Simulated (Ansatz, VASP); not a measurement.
# CsHgS: VASP beside Ansatz

Contents of INCAR:

```
SYSTEM = CsHgS
PREC     = Accurate       ! precision mode
ENCUT    = 600            ! plane-wave cutoff, eV
EDIFF    = 1E-7           ! SCF threshold, eV
ISMEAR   = 0              ! smearing method
SIGMA    = 0.1            ! smearing width, eV
LREAL    = .FALSE.        ! projectors in reciprocal space
LASPH    = .TRUE.         ! aspherical terms in the spheres
NELM     = 80             ! most SCF steps
ALGO     = Normal         ! electronic algorithm
ISIF     = 3              ! what is computed and relaxed
LWAVE    = .FALSE.        ! write WAVECAR
LCHARG   = .FALSE.        ! write CHGCAR
GGA      = PE             ! functional
IBRION   = 2              ! ionic algorithm
NSW      = 90             ! ionic steps
EDIFFG   = -0.04          ! ionic threshold
```

File KPOINTS:

```
Automatic mesh
0
G
  4 4 4
  0 0 0
```

File POSCAR:

```
CsHgS
1.0
    4.2890126700      0.0000000000      0.0000000000
    0.0000000000      4.2890126700      0.0000000000
    0.0000000000      0.0000000000      5.7724542900
Cs Hg S
1 1 1
Direct
    0.0000000000      0.0000000000      0.5000000000
    0.5000000000      0.5000000000      0.5000000000
    0.5000000000      0.5000000000      0.0000000000
```

Input for Ansatz:

```yaml
crystal:
  lattice:
    - [4.28901267, 0.0, 0.0]
    - [0.0, 4.28901267, 0.0]
    - [0.0, 0.0, 5.77245429]
  atoms:
    - { symbol: Cs, position: [0.0, 0.0, 0.5] }
    - { symbol: Hg, position: [0.5, 0.5, 0.5] }
    - { symbol: S, position: [0.5, 0.5, 0.0] }
basis:
  ecutwfc: 420
kpoints:
  mp_grid: { grid: [4, 4, 4] }
hamiltonian:
  xc: pbe
scf:
  occupations: { method: gaussian, width: 0.1 }
  lower_state_search: "off"
output:
  forces: true
  stress: true
  eigenvalues: true
relax:
  adjacent_minimum: "off"
  f_tol: 0.04
  max_steps: 70
  cell: { stress_tol: 0.4 }
```

Alike in both runs: task relaxation of cell and atoms; functional PBE; k mesh 4 × 4 × 4; occupations gaussian, width 0.1 eV; no spin polarisation.

|  | VASP | Ansatz |
| --- | --- | --- |
| version | VASP 6.6.1 | Ansatz 0.2.0 |
| potentials or method | VASP PAW PBE potentials, release 64 (Cs_sv, Hg, S) | scalar-relativistic, plane waves, PAW |
| plane-wave cutoff (eV) | 600 | 420 |
| valence electrons in the cell | 27 | 35 |

```tsv
	VASP	Ansatz	Ansatz less VASP
gap on the k mesh at the Fermi level, each at its own relaxed structure (eV)	none	none	-
relaxed volume (Å³/atom)	48.15	47.81	-0.342
relaxed cell length with the largest relative difference (Å)	5.324	5.310	-0.0143
energy change over the relaxation (meV/atom)	-655	-651	+4.3
```

A gap of «none» marks a metal or a gap that the smearing closes. The two sets of potentials don't hold the same shells in valence.

Caveats: the k mesh is coarse (spacing up to 0.37 Å⁻¹), so the values aren't converged; the volume moved by over 15 % at a fixed basis, so the end points are rough. Spin-orbit coupling is left out, which matters for the levels of Cs, Hg.
